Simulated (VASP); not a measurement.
Data:

```
CELL_PARAMETERS angstrom
      0.00000     2.51622     2.51622
      2.51622     0.00000     2.51622
      2.51622     2.51622     0.00000
ATOMIC_POSITIONS crystal
  Sn 0.00000 0.00000 0.00000
  C  0.25000 0.25000 0.25000
```

Computed with PBEsol GGA, VASP's PBE PAW potentials (set 64) (plane waves; VASP). Settings: 620 eV cut-off, 9×9×9 Γ-centred mesh, Gaussian smearing of 0.050 eV, potentials Sn_d C.

Unless said otherwise, spin-orbit coupling is left out, though it shifts the bands of the heavy elements here.

Estimate the energy per atom (σ→0), band gap (on the k-mesh) with the smallest direct gap where there is one.

```yaml
band gap (on the k-mesh): 0.78 eV
smallest direct gap (on the k-mesh): 0.78 eV
energy per atom (σ→0): -596.0 kJ/mol of atoms
```

Only differences to runs with the same potentials and settings are physical.

The structure was generated: SnC was put into the zinc blende type (F-43m), which need not be its known phase. It was relaxed first.
